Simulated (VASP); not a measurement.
All values below come from LDA (Ceperley-Alder, Perdew-Zunger), VASP's LDA PAW potentials (set 64) (plane waves; VASP).

VASP ran on this input.

POSCAR:
```
MoS2
1
    1.5611878944    -2.7040564871     0.0000000000
    1.5611878944     2.7040564871     0.0000000000
    0.0000000000     0.0000000000    12.0200328641
Mo S
2 4
Direct
  0.3333330000   0.6666670000   0.2500000000
  0.6666670000   0.3333330000   0.7500000000
  0.3333330000   0.6666670000   0.8793178169
  0.6666670000   0.3333330000   0.3793178169
  0.6666670000   0.3333330000   0.1206821831
  0.3333330000   0.6666670000   0.6206821831
```

File KPOINTS:
```
Automatic mesh
0
Gamma
 8 8 2
```

INCAR:
```
SYSTEM = MoS2
PREC = Accurate
ENCUT = 400
EDIFF = 1E-8
NELM = 100
ALGO = Normal
LREAL = .FALSE.
LASPH = .TRUE.
ISMEAR = 0
SIGMA = 0.01
LMAXMIX = 4
LWAVE = .FALSE.
LCHARG = .FALSE.
LEPSILON = .TRUE.
```

POTCAR, in this order: Mo_sv S (LDA.64 set). Program: vasp_std.

Output

**OUTCAR**
```
 ion  position               nearest neighbor table
   1  0.333  0.667  0.250-   4 2.38   5 2.38   4 2.38   5 2.38   4 2.38   5 2.38
   2  0.667  0.333  0.750-   3 2.38   6 2.38   3 2.38   6 2.38   3 2.38   6 2.38
   3  0.333  0.667  0.879-   2 2.38   2 2.38   2 2.38
   4  0.667  0.333  0.379-   1 2.38   1 2.38   1 2.38
   5  0.667  0.333  0.121-   1 2.38   1 2.38   1 2.38
   6  0.333  0.667  0.621-   2 2.38   2 2.38   2 2.38
  LATTYP: Found a hexagonal cell.
 ALAT       =     3.1223755583
 C/A-ratio  =     3.8496435293
 Subroutine PRICEL returns:
 Original cell was already a primitive cell.
 Subroutine GETGRP returns: Found 24 space group operations
The static configuration has the point symmetry D_3d.
 The point group associated with its full space group is D_6h.
The dynamic configuration has the point symmetry D_3d.
 Subroutine INISYM returns: Found 24 space group operations
 Subroutine IBZKPT returns following result:
 Found     20 irreducible k-points:

 Following reciprocal coordinates:
            Coordinates               Weight
  0.000000  0.000000  0.000000      1.000000
  0.125000  0.000000  0.000000      6.000000
  0.250000  0.000000  0.000000      6.000000
  0.375000  0.000000  0.000000      6.000000
  0.500000  0.000000  0.000000      3.000000
  0.125000  0.125000  0.000000      6.000000
  0.250000  0.125000  0.000000     12.000000
  0.375000  0.125000  0.000000     12.000000
  0.250000  0.250000  0.000000      6.000000
  0.375000  0.250000  0.000000      6.000000
  0.000000  0.000000  0.500000      1.000000
  0.125000  0.000000  0.500000      6.000000
  0.250000  0.000000  0.500000      6.000000
  0.375000  0.000000  0.500000      6.000000
  0.500000  0.000000  0.500000      3.000000
  0.125000  0.125000  0.500000      6.000000
  0.250000  0.125000  0.500000     12.000000
  0.375000  0.125000  0.500000     12.000000
...
```

**OSZICAR**
```
...
RMM:   8    -0.477297155112E+01    0.24103E-07   -0.26261E-05  1656   0.153E-03
RMM:   9    -0.477297166643E+01   -0.11531E-06   -0.23742E-05  1494   0.134E-03
RMM:  10    -0.477297158584E+01    0.80584E-07   -0.28560E-05  1286   0.129E-03
RMM:  11    -0.477297165867E+01   -0.72823E-07   -0.26282E-05  1181   0.127E-03
RMM:  12    -0.477297158501E+01    0.73657E-07   -0.22138E-05  1166   0.128E-03
 Linear response to external field (no local field effect), progress :
  Direction:   3
       N       E                     dE             d eps       ncg     rms          rms(c)
RMM:   1    -0.262615719427E+01   -0.26262E+01   -0.12917E+01  2651   0.781E+00
RMM:   2    -0.277221691837E+01   -0.14606E+00   -0.11980E-01  2010   0.118E+00
RMM:   3    -0.277603757768E+01   -0.38207E-02   -0.16054E-02  2060   0.241E-01
RMM:   4    -0.277632466863E+01   -0.28709E-03   -0.68258E-04  2126   0.517E-02
RMM:   5    -0.277634107356E+01   -0.16405E-04   -0.76889E-05  2165   0.141E-02
RMM:   6    -0.277634219816E+01   -0.11246E-05   -0.95508E-06  2071   0.371E-03
RMM:   7    -0.277634227940E+01   -0.81237E-07    0.18529E-06  1877   0.151E-03
RMM:   8    -0.277634227240E+01    0.70003E-08   -0.32561E-05  1670   0.101E-03
RMM:   9    -0.277634228109E+01   -0.86958E-08   -0.90291E-06  1463   0.889E-04
RMM:  10    -0.277634232522E+01   -0.44131E-07   -0.43760E-06  1298   0.855E-04
RMM:  11    -0.277634232829E+01   -0.30629E-08   -0.91936E-06  1191   0.850E-04
RMM:  12    -0.277634232922E+01   -0.93400E-09   -0.66702E-06  1160   0.847E-04
 Linear response to external field, progress :
  Direction:   1
       N       E                     dE             d eps       ncg     rms          rms(c)
RMM:   1    -0.418635699335E+01   -0.41864E+01   -0.25637E+01  5743   0.832E+00
RMM:   2    -0.435590098274E+01   -0.16954E+00   -0.24951E-01  4182   0.132E+00    0.430E+00
RMM:   3    -0.416619769679E+01    0.18970E+00   -0.19978E-01  4092   0.257E+00    0.227E+00
RMM:   4    -0.424512615619E+01   -0.78928E-01   -0.19607E-01  4213   0.233E+00    0.494E-01
RMM:   5    -0.426293639784E+01   -0.17810E-01   -0.10394E-02  4281   0.665E-01    0.648E-02
RMM:   6    -0.426534622684E+01   -0.24098E-02   -0.62456E-03  4475   0.171E-01    0.369E-02
RMM:   7    -0.426455973827E+01    0.78649E-03    0.12001E-03  4504   0.539E-02    0.148E-02
RMM:   8    -0.426477308981E+01   -0.21335E-03   -0.14194E-03  4720   0.186E-02    0.395E-03
RMM:   9    -0.426492408211E+01   -0.15099E-03   -0.84171E-04  4819   0.693E-03    0.113E-03
RMM:  10    -0.426484444055E+01    0.79642E-04   -0.18951E-04  5100   0.281E-03    0.322E-04
RMM:  11    -0.426488083137E+01   -0.36391E-04   -0.42351E-04  5094   0.173E-03    0.180E-04
RMM:  12    -0.426483515131E+01    0.45680E-04    0.21512E-06  5309   0.138E-03    0.478E-05
RMM:  13    -0.426477840267E+01    0.56749E-04    0.55888E-04  4840   0.126E-03    0.512E-05
RMM:  14    -0.426480264120E+01   -0.24239E-04    0.31961E-04  3944   0.123E-03    0.289E-05
RMM:  15    -0.426480357144E+01   -0.93024E-06    0.30555E-04  3967   0.123E-03    0.399E-05
RMM:  16    -0.426479760541E+01    0.59660E-05    0.36736E-04  3908   0.122E-03    0.243E-05
RMM:  17    -0.426480570266E+01   -0.80972E-05    0.28835E-04  3905   0.122E-03    0.352E-05
RMM:  18    -0.426479764639E+01    0.80563E-05    0.36675E-04  3941   0.122E-03    0.244E-05
RMM:  19    -0.426480546585E+01   -0.78195E-05    0.28467E-04  3964   0.123E-03    0.323E-05
RMM:  20    -0.426479517125E+01    0.10295E-04    0.38916E-04  3984   0.122E-03    0.238E-05
RMM:  21    -0.426480657120E+01   -0.11400E-04    0.27499E-04  4012   0.123E-03    0.310E-05
RMM:  22    -0.426479914107E+01    0.74301E-05    0.34992E-04  4043   0.122E-03    0.240E-05
RMM:  23    -0.426480061561E+01   -0.14745E-05    0.33278E-04  4032   0.123E-03    0.296E-05
RMM:  24    -0.426480323187E+01   -0.26163E-05    0.31083E-04  4056   0.122E-03    0.240E-05
RMM:  25    -0.426479918616E+01    0.40457E-05    0.34897E-04  4050   0.122E-03    0.281E-05
 Linear response to external field, progress :
  Direction:   2
       N       E                     dE             d eps       ncg     rms          rms(c)
RMM:   1    -0.419221212663E+01   -0.41922E+01   -0.25696E+01  5789   0.831E+00
RMM:   2    -0.435567283665E+01   -0.16346E+00   -0.25356E-01  4204   0.132E+00    0.430E+00
RMM:   3    -0.416697115372E+01    0.18870E+00   -0.20878E-01  4093   0.257E+00    0.227E+00
RMM:   4    -0.424188433913E+01   -0.74913E-01   -0.16433E-01  4199   0.233E+00    0.494E-01
RMM:   5    -0.426322374884E+01   -0.21339E-01   -0.11858E-02  4270   0.666E-01    0.627E-02
RMM:   6    -0.426429864651E+01   -0.10749E-02    0.44240E-03  4460   0.170E-01    0.368E-02
RMM:   7    -0.426470182436E+01   -0.40318E-03   -0.93334E-04  4533   0.534E-02    0.157E-02
RMM:   8    -0.426466257746E+01    0.39247E-04   -0.17693E-03  4681   0.185E-02    0.438E-03
RMM:   9    -0.426450123748E+01    0.16134E-03    0.23040E-03  4708   0.716E-03    0.133E-03
RMM:  10    -0.426461826280E+01   -0.11703E-03    0.11161E-03  5135   0.317E-03    0.522E-04
RMM:  11    -0.426459731992E+01    0.20943E-04    0.12912E-03  5201   0.192E-03    0.291E-04
RMM:  12    -0.426468534770E+01   -0.88028E-04    0.44244E-04  5550   0.164E-03    0.123E-04
RMM:  13    -0.426465847078E+01    0.26877E-04    0.75400E-04  5429   0.148E-03    0.856E-05
RMM:  14    -0.426468384845E+01   -0.25378E-04    0.49784E-04  4491   0.142E-03    0.925E-05
RMM:  15    -0.426470077761E+01   -0.16929E-04    0.32570E-04  4492   0.142E-03    0.857E-05
RMM:  16    -0.426469460322E+01    0.61744E-05    0.38145E-04  4283   0.141E-03    0.836E-05
 Linear response to external field, progress :
  Direction:   3
       N       E                     dE             d eps       ncg     rms          rms(c)
RMM:   1    -0.262615719427E+01   -0.26262E+01   -0.12917E+01  2651   0.781E+00
RMM:   2    -0.277216881930E+01   -0.14601E+00   -0.11931E-01  2012   0.117E+00    0.505E+00
RMM:   3    -0.196226629358E+01    0.80990E+00   -0.49808E+00  2139   0.579E+00    0.188E+00
RMM:   4    -0.191595700790E+01    0.46309E-01   -0.54056E-01  2167   0.168E+00    0.111E+00
RMM:   5    -0.192964790067E+01   -0.13691E-01   -0.15217E-01  1969   0.136E+00    0.570E-01
RMM:   6    -0.192504709524E+01    0.46008E-02   -0.23175E-02  2007   0.505E-01    0.341E-01
RMM:   7    -0.192677533680E+01   -0.17282E-02   -0.39006E-03  2277   0.139E-01    0.228E-01
RMM:   8    -0.192638878191E+01    0.38655E-03   -0.91530E-04  2066   0.103E-01    0.501E-02
RMM:   9    -0.192668523989E+01   -0.29646E-03   -0.83626E-04  2247   0.707E-02    0.173E-02
RMM:  10    -0.192676538964E+01   -0.80150E-04   -0.98053E-07  2255   0.184E-02    0.154E-02
RMM:  11    -0.192678803998E+01   -0.22650E-04   -0.87604E-05  2247   0.642E-03    0.108E-02
RMM:  12    -0.192677091590E+01    0.17124E-04   -0.66335E-05  2127   0.453E-03    0.570E-03
RMM:  13    -0.192674818220E+01    0.22734E-04   -0.11038E-04  2240   0.463E-03    0.144E-03
RMM:  14    -0.192673264556E+01    0.15537E-04   -0.76192E-05  2427   0.226E-03    0.334E-04
RMM:  15    -0.192672700291E+01    0.56427E-05   -0.13533E-05  2301   0.118E-03    0.321E-04
RMM:  16    -0.192672985543E+01   -0.28525E-05   -0.32684E-05  2130   0.914E-04    0.737E-05
RMM:  17    -0.192673215910E+01   -0.23037E-05   -0.27070E-05  2008   0.698E-04    0.101E-04
RMM:  18    -0.192673655584E+01   -0.43967E-05   -0.54569E-05  1443   0.623E-04    0.495E-05
RMM:  19    -0.192673592349E+01    0.63235E-06   -0.51160E-05  1590   0.631E-04    0.174E-05
RMM:  20    -0.192673592344E+01    0.41728E-10   -0.54660E-05  1092   0.608E-04    0.771E-06
```

File OUTCAR:
```
------------------------ aborting loop because EDIFF is reached ----------------------------------------

 HEAD OF MICROSCOPIC STATIC DIELECTRIC TENSOR (INDEPENDENT PARTICLE, excluding Hartree and local field effects)
 ------------------------------------------------------
          16.550827    -0.000000    -0.000000
           0.000000    16.550824    -0.000000
          -0.000000     0.000000    10.900682
 ------------------------------------------------------

 MACROSCOPIC STATIC DIELECTRIC TENSOR (including local field effects in DFT)
 ------------------------------------------------------
          15.517199     0.000000     0.000000
          -0.000000    15.517195     0.000000
           0.000000     0.000000     7.612630
 ------------------------------------------------------

 PIEZOELECTRIC TENSOR (including local field effects)  for field in x, y, z        (e  Angst)
          XX          YY          ZZ          XY          YZ          ZX
  --------------------------------------------------------------------------------
  x     0.00000     0.00000     0.00000     0.00000     0.00000     0.00000
  y     0.00000     0.00000     0.00000     0.00000     0.00000     0.00000
  z     0.00000     0.00000     0.00000     0.00000     0.00000     0.00000

 PIEZOELECTRIC TENSOR (including local field effects)  for field in x, y, z        (C/m^2)
          XX          YY          ZZ          XY          YZ          ZX
  --------------------------------------------------------------------------------
  x     0.00000     0.00000     0.00000     0.00000     0.00000     0.00000
  y     0.00000     0.00000     0.00000     0.00000     0.00000     0.00000
  z     0.00000     0.00000     0.00000     0.00000     0.00000     0.00000

 BORN EFFECTIVE CHARGES (including local field effects) (in |e|, cummulative output)
 ---------------------------------------------------------------------------------
 ion    1
    1    -1.12917     0.00000     0.00000
    2     0.00000    -1.12917    -0.00000
    3     0.00000     0.00000    -0.81583
 ion    2
    1    -1.12917     0.00000     0.00000
    2     0.00000    -1.12917    -0.00000
    3     0.00000     0.00000    -0.81583
 ion    3
    1     0.56459     0.00000     0.00000
    2     0.00000     0.56459     0.00000
    3     0.00000     0.00000     0.40791
 ion    4
    1     0.56459     0.00000    -0.00000
    2     0.00000     0.56459     0.00000
    3    -0.00000     0.00000     0.40791
 ion    5
    1     0.56459     0.00000     0.00000
    2     0.00000     0.56459     0.00000
    3     0.00000     0.00000     0.40791
 ion    6
    1     0.56459     0.00000    -0.00000
    2     0.00000     0.56459     0.00000
    3    -0.00000     0.00000     0.40791
```
(Selected blocks of OUTCAR.)

OUTCAR:
```
 val. band max:        8.1486498792   @ k =   0.0000   0.0000   0.0000

 cond. band min:       8.9610530189   @ k =   0.2500   0.1250   0.0000


 Fermi energy:         8.2454655001

 k-point     1 :       0.0000    0.0000    0.0000
  band No.  band energies     occupation
      1     -53.0481      2.00000
      2     -53.0481      2.00000
      3     -27.4441      2.00000
      4     -27.4436      2.00000
      5     -27.1526      2.00000
      6     -27.1526      2.00000
      7     -27.1526      2.00000
      8     -27.1525      2.00000
      9      -7.0968      2.00000
     10      -6.7327      2.00000
     11      -5.8399      2.00000
     12      -5.2359      2.00000
     13       0.8481      2.00000
     14       2.1076      2.00000
     15       4.2832      2.00000
     16       4.7101      2.00000
     17       4.7101      2.00000
     18       4.7260      2.00000
     19       4.7260      2.00000
     20       5.8635      2.00000
     21       5.8636      2.00000
     22       5.9245      2.00000
     23       5.9246      2.00000
     24       6.7247      2.00000
     25       7.0309      2.00000
     26       8.1486      2.00000
     27      10.2659      0.00000
     28      10.2662      0.00000
     29      10.2996      0.00000
     30      10.3004      0.00000
     31      10.4425      0.00000

 k-point     2 :       0.1250    0.0000    0.0000
  band No.  band energies     occupation
      1     -53.0408      2.00000
      2     -53.0408      2.00000
      3     -27.4299      2.00000
      4     -27.4297      2.00000
      5     -27.2228      2.00000
      6     -27.2227      2.00000
      7     -27.1686      2.00000
      8     -27.1684      2.00000
      9      -6.8448      2.00000
     10      -6.4849      2.00000
     11      -5.7183      2.00000
     12      -5.1543      2.00000
     13       1.1246      2.00000
     14       2.3688      2.00000
     15       3.8725      2.00000
     16       4.1981      2.00000
     17       4.2432      2.00000
...
```

The dielectric response may not be converged in the k-mesh; for small gaps it tends to come out too large.

The compound is MoS2 in the 2H layered structure. It was relaxed first.
